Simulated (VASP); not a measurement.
Energy against volume of ZnO (wurtzite). Method: PBEsol GGA, VASP's PBE PAW potentials (set 64) (plane waves; VASP 6.6.1). Settings: 520 eV cut-off, 9×9×5 Γ-centred mesh, Gaussian smearing of 0.050 eV, potentials Zn O.

Shape and ions are relaxed at each volume.

```
V (Å³/atom)  E (eV/atom)
-----------  -----------
11.147          -4.83051
11.503          -4.84743
11.858          -4.85292
12.214          -4.84871
```

Question: Fit these four points and predict the energy of the run at 12.570 Å³/atom.

Answer: A cubic in V^(−2/3), the third-order Birch-Murnaghan form, passes through the four points with V0 = 11.87 Å³/atom and B0 = 145 GPa, and gives -4.8362 eV/atom there. The run gave -4.8363 eV/atom, -0.0 meV/atom from the fit; all five points give B0 = 145 GPa.

The compound is ZnO in the wurtzite structure. It was relaxed first.
